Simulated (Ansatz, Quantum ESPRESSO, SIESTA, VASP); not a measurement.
YBRh3 (P1, 5 atoms in the cell) computed with different codes at matched settings

Self-consistent single point, at a second geometry (atoms moved at random). First geometry:

```
YBRh3
1.0
    4.17882     0.00000     0.00000
    0.00000     4.17882     0.00000
    0.00000     0.00000     4.17882
Y B Rh
1 1 3
Direct
  0.00000   0.00000   0.00000
  0.50000   0.50000   0.50000
  0.00000   0.50000   0.50000
  0.50000   0.00000   0.50000
  0.50000   0.50000   0.00000
```

Second geometry:
```yaml
crystal:
  lattice:
    - [4.17882, 0.00000, 0.00000]
    - [0.00000, 4.17882, 0.00000]
    - [0.00000, 0.00000, 4.17882]
  atoms:
    - { symbol: Y, position: [0.98087, 0.99742, 0.99485] }
    - { symbol: B, position: [0.50082, 0.48743, 0.49699] }
    - { symbol: Rh, position: [0.99427, 0.51580, 0.50262] }
    - { symbol: Rh, position: [0.48422, 0.00631, 0.50916] }
    - { symbol: Rh, position: [0.53983, 0.49304, 0.99638] }
```

Shared settings, as Ansatz (a quantum-chemistry and plane-wave program) writes them: kpoints.mp_grid.grid = 7 7 7; scf.occupations.method = gaussian; scf.occupations.width = 0.136 eV. Potentials and cutoffs stand in the table.

```tsv
code	model	ΔF from the first geometry (meV/atom)	pressure (GPa)	largest force (eV/Å)	cutoff
VASP	PBEsol, VASP's PBE PAW potentials (set 64)	48.5	-2.96	1.595	400 eV
SIESTA	GGA PBEsol, numerical atomic orbitals DZP, PseudoDojo PBEsol standard norm-conserving potentials (rewritten from UPF to PSML)	50.8	-3.42	1.657	grid 400 Ry
Ansatz	PBEsol, PAW files made with PBE	48.1	-2.35	1.591	default
Quantum ESPRESSO	PBEsol, GBRV 1.5 ultrasoft (PBESOL) pseudopotentials	48.7	-3.34	1.604	40 Ry
```

Size of the force on each atom (eV/Å): Sizes of forces hide their directions.

```tsv
code	Y1	B2	Rh3	Rh4	Rh5
VASP	0.957	0.853	0.776	1.028	1.595
SIESTA	1.046	0.941	0.817	1.090	1.657
Ansatz	0.950	0.827	0.770	1.007	1.591
Quantum ESPRESSO	0.959	0.844	0.782	1.023	1.604
```

On Ansatz's run: spin polarisation is off.

The spread over the programs that give each value: ΔF from the first geometry within 2.7 meV/atom; pressure within 1.07 GPa; largest force within 0.066 eV/Å.

SIESTA uses small atom-centred bases, whose incompleteness enters pressures, forces and empty levels differently from a plane-wave cutoff. Ansatz's pressure is given at a fixed set of plane waves, as the other plane-wave codes print theirs; with its correction for the finite basis it is -2.27 GPa. In the force vectors, SIESTA (by 0.098) lies more than 0.08 eV/Å from the median of the plane-wave programs.

VASP's run is marked for a possible Pulay error in its stress at this cutoff; no cutoff test was made.

The starting cell comes from a database of computed structures (which also holds hypothetical and non-ambient phases and stackings), without a prior relaxation at this level. For this run, on top of that: atoms moved at random.

Keys are those of Ansatz 0.2.
